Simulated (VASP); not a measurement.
The system is MoS2.

```
Mo S
1.0
     3.16100    0.00000    0.00000
    -1.58050    2.73751    0.00000
     0.00000    0.00000   15.98350
Mo S
2 4
Direct
  0.33333 0.66667 0.25000
  0.66667 0.33333 0.75000
  0.66667 0.33333 0.34791
  0.66667 0.33333 0.15209
  0.33333 0.66667 0.84791
  0.33333 0.66667 0.65209
```

The cell was built by a generator and needn't be a form met in nature.

Base run:

- Program: VASP 6.6.1
- Functional: optB86b-vdW
- Potentials or basis: VASP PAW PBE potentials, release 64 (Mo_sv, S)
- Cutoff: 520 eV
- k mesh: 8 × 8 × 2
- Occupations: fermi-dirac, width 0.05 eV
- Spin: no spin polarisation

Its results: band gap on the k mesh 1.86 eV, indirect (least direct gap 2.05 eV); pressure 0.2 GPa; largest force 0.142 eV/Å.

Task: After a change of settings the same cell gave: band gap on the k mesh 1.83 eV, indirect (least direct gap 2.03 eV); pressure 9.2 GPa; largest force 1.080 eV/Å. Which change was it?
A. functional from optB86b-vdW to vdW-DF2
B. functional from optB86b-vdW to LDA; potentials or basis from VASP PAW PBE potentials, release 64 (Mo_sv, S) to VASP PAW LDA potentials, release 64 (Mo_sv, S)
C. functional from optB86b-vdW to SCAN; further incar settings from ALGO = Fast; EDIFF = 1e-06 to ALGO = Normal; EDIFF = 1e-06
D. functional from optB86b-vdW to PBEsol

Result: A.

Caveats: the PAW data sets were made with another functional, which shifts forces and pressure a little.

Runs at the PBE level aren't shown here.
